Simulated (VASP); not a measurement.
# Band gap of C: cutoff, mesh and cell, part 2 of 2

Aim: test what besides the functional moves the gap of C. The starting structure is a measured crystal structure from the Crystallography Open Database. Cell and atoms stay as given unless a step says otherwise.

VASP 6.6.1.

Results so far: reference 4.104 eV; cell and atoms relaxed by LDA 4.177 eV; no band path 4.125 eV.

The database entry behind the starting cell differs from later determinations by our own check (about 0.1 % long), so it need not match the best structure at ambient conditions.

**5. Bands with a cutoff of 640 eV (continued)**

Level of this step: LDA; plane waves and PAW (C) (VASP).

Parts of OUTCAR (step 5):

```text
  Total       -1.0143709     -1.0143709     -1.0143709      0.0000000      0.0000000     -0.0000000
  in kB     -142.6825566   -142.6825566   -142.6825566      0.0000000      0.0000000     -0.0000000
  external PRESSURE =    -142.6825566 kB  Pullay stress =       0.0000000 kB

 POSITION                                       TOTAL-FORCE (eV/Angst)
 -----------------------------------------------------------------------------------
      0.00000      0.00000      0.00000        -0.000000     -0.000000     -0.000000
      0.89291      0.89291      0.89291         0.000000      0.000000      0.000000
 -----------------------------------------------------------------------------------
    total drift:                               -0.000000      0.000000      0.000000

  FREE ENERGIE OF THE ION-ELECTRON SYSTEM (eV)
  ---------------------------------------------------
  free  energy   TOTEN  =       -20.2410860301 eV

  energy  without entropy=      -20.2410860301  energy(sigma->0) =      -20.24108603

[... 1 part as in an earlier step ...]

[... 2 further parts left out ...]
[key lines of the parts left out:]
E-fermi :  10.0090
```

With a cutoff of 640 eV the gap is 4.105 eV, +0.001 eV from the reference.

**6. Bands with a 14×14×14 mesh**

Against step 2 the input has a 14×14×14 mesh.

The input, INCAR:

```
SYSTEM = C
PREC = Accurate
ENCUT = 460
EDIFF = 1E-06
NELM = 100
ISMEAR = 0
SIGMA = 0.03
LREAL = .FALSE.
ALGO = Normal
GGA = CA
NBANDS = 16
LORBIT = 11
LWAVE = .FALSE.
LCHARG = .FALSE.
KPAR = 4
LASPH = .TRUE.
```

The input, POSCAR:

```
C
1.0
    0.0000000000      1.7858110000      1.7858110000
    1.7858110000      0.0000000000      1.7858110000
    1.7858110000      1.7858110000      0.0000000000
C
2
Direct
    0.0000000000      0.0000000000      0.0000000000
    0.2500000000      0.2500000000      0.2500000000
```

The input, KPOINTS:

```
Automatic mesh
0
Gamma
14 14 14
0 0 0
```

The input, KPOINTS_OPT:

```
Line mode
10
Line-mode
Reciprocal
  0.00000000   0.00000000   0.00000000 GAMMA
  0.50000000   0.00000000   0.50000000 X

  0.50000000   0.00000000   0.50000000 X
  0.50000000   0.25000000   0.75000000 W

  0.50000000   0.25000000   0.75000000 W
  0.37500000   0.37500000   0.75000000 K

  0.37500000   0.37500000   0.75000000 K
  0.00000000   0.00000000   0.00000000 GAMMA

  0.00000000   0.00000000   0.00000000 GAMMA
  0.50000000   0.50000000   0.50000000 L

  0.50000000   0.50000000   0.50000000 L
  0.62500000   0.25000000   0.62500000 U

  0.62500000   0.25000000   0.62500000 U
  0.50000000   0.25000000   0.75000000 W

  0.50000000   0.25000000   0.75000000 W
  0.50000000   0.50000000   0.50000000 L

  0.50000000   0.50000000   0.50000000 L
  0.37500000   0.37500000   0.75000000 K

  0.62500000   0.25000000   0.62500000 U
  0.50000000   0.00000000   0.50000000 X
```

The projector-augmented-wave data sets are C (LDA family, release 64).

Started as:

```bash
> mpirun -np 4 vasp_std
```

What it wrote:

```text
[... set-up lines as in an earlier step ...]
 entering main loop
       N       E                     dE             d eps       ncg     rms          rms(c)
DAV:   1    -0.602101668387E+00   -0.60210E+00   -0.40617E+03  3432   0.442E+02
DAV:   2    -0.207570909713E+02   -0.20155E+02   -0.19508E+02  4400   0.104E+02
DAV:   3    -0.210265458316E+02   -0.26945E+00   -0.26936E+00  3688   0.893E+00
DAV:   4    -0.210267604629E+02   -0.21463E-03   -0.21463E-03  4568   0.323E-01
[...]
DAV:   9    -0.202344613379E+02    0.49242E-04   -0.56682E-05  4304   0.459E-02    0.232E-02
DAV:  10    -0.202344634838E+02   -0.21459E-05   -0.39729E-06  3904   0.124E-02    0.548E-03
DAV:  11    -0.202344633215E+02    0.16237E-06   -0.24920E-07  2320   0.285E-03
   1 F= -.20234463E+02 E0= -.20234463E+02  d E =-.253320E-69
 Start KPOINTS_OPT (optional k-point list driver)
k-point batch [1-100\100]
       N       E                     dE             ncg
DAV:   1     0.264412579473E+04   -0.33750E+05     3320
DAV:   2     0.637255216186E+03   -0.20069E+04     4264
DAV:   3     0.610111115664E+03   -0.27144E+02     3800
DAV:   4     0.610091361263E+03   -0.19754E-01     4224
DAV:   5     0.610091344764E+03   -0.16499E-04     3800
DAV:   6     0.610091344747E+03   -0.17433E-07     3400
```

It took 7.6 s on 4 MPI ranks of Intel Xeon Platinum 8488C (Sapphire Rapids), shared host; peak memory 0.48 GiB.

Parts of OUTCAR (step 6):

```text
  Total       -0.9663340     -0.9663340     -0.9663340     -0.0000000      0.0000000      0.0000000
  in kB     -135.9256396   -135.9256396   -135.9256396     -0.0000000      0.0000000      0.0000000
  external PRESSURE =    -135.9256396 kB  Pullay stress =       0.0000000 kB

 POSITION                                       TOTAL-FORCE (eV/Angst)
 -----------------------------------------------------------------------------------
      0.00000      0.00000      0.00000         0.000000      0.000000      0.000000
      0.89291      0.89291      0.89291        -0.000000     -0.000000     -0.000000
 -----------------------------------------------------------------------------------
    total drift:                               -0.000000     -0.000000     -0.000000

  FREE ENERGIE OF THE ION-ELECTRON SYSTEM (eV)
  ---------------------------------------------------
  free  energy   TOTEN  =       -20.2344633215 eV

  energy  without entropy=      -20.2344633215  energy(sigma->0) =      -20.23446332

[... 1 part as in an earlier step ...]

[... 2 further parts left out ...]
[key lines of the parts left out:]
E-fermi :  10.0302
```

With a 14×14×14 mesh the gap is 4.089 eV, -0.015 eV from the reference.

**7. The runs compared**

| run | gap (eV) | change (eV) | core minutes |
| --- | --- | --- | --- |
| reference | 4.104 | - | 0.36 |
| cell and atoms relaxed by LDA | 4.177 | 0.073 | 0.36 |
| no band path | 4.125 | 0.021 | 0.16 |
| a cutoff of 640 eV | 4.105 | 0.001 | 0.467 |
| a 14×14×14 mesh | 4.089 | -0.015 | 0.507 |

Core minutes are wall time times ranks of the run shown, on a shared host.

**8. Results**

| Quantity | Value |
| --- | --- |
| reference gap | 4.104 eV |
| gap with cell and atoms relaxed by LDA | 4.177 eV |
| gap with no band path | 4.125 eV |
| gap with a cutoff of 640 eV | 4.105 eV |
| gap with a 14×14×14 mesh | 4.089 eV |

What this shows: Among the runs that read a gap along the path, the one with cell and atoms relaxed by LDA moves it most, by +0.073 eV. On finer settings it changes by +0.001 eV with a cutoff of 640 eV and -0.015 eV with a 14×14×14 mesh. Read on the mesh alone, without a band path, the gap comes out +0.021 eV from the reference: such a gap is an upper bound, and here at least one band edge lies off the mesh points. The functional's own error isn't tested here. Further runs on this material are not shown.

[Lines on the potential files, build, host, timing and source positions are cut from VASP's logs without a mark.]

[Logs are printed without paths, hosts, clocks, repeated set-up lines and the standing remarks that a program may print on its own settings, such as how far it seeks lower states.]

[Hosts, paths, dates, database ids (printed as entryN), source tags and the programs' standing remarks are cut or masked in the printed files.]
